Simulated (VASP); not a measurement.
Si2B3, 5 atoms in the cell. Symmetry: R-3m, No. 166, trigonal system. Conventional cell: a = 2.982 Å, b = 2.982 Å, c = 17.814 Å, α = 90.00°, β = 90.00°, γ = 120.00°. Si (site symmetry 3m) has 6 B at 2.10 to 2.36 Å as nearest neighbours. B (site symmetry 3m) has 3 B at 1.75 Å as nearest neighbours. B (site symmetry -3m) is surrounded by 6 Si at 2.10 Å. The cell was built by a generator and needn't be a form met in nature.

| Item | Value |
| --- | --- |
| Program | VASP 6.6.1 |
| Task | single point |
| Functional | r2SCAN |
| Potentials or basis | VASP PAW PBE potentials, release 64 (Si, B) |
| Cutoff | 520 eV |
| k mesh | 12 × 12 × 12 |
| Occupations | gaussian, width 0.1 eV |
| Spin | no spin polarisation |
| Further INCAR settings | ALGO = Normal; EDIFF = 1e-06 |

Potentials or basis: VASP PAW PBE potentials, release 64 (Si, B).

Command:

```sh
$ cat potpaw_PBE.64/Si/POTCAR potpaw_PBE.64/B/POTCAR > POTCAR
$ mpirun -np 4 vasp_std > vasp.out
```

Hardware: 4 MPI ranks on Intel(R) Xeon(R) 6975P-C (Granite Rapids), on a shared host.

Estimate the wall time of this run.

Run time: 3.2 min on 4 MPI ranks on Intel(R) Xeon(R) 6975P-C (Granite Rapids), on a shared host, peak memory 0.41 GiB a rank. Counts: scf iterations 17, k points 189.
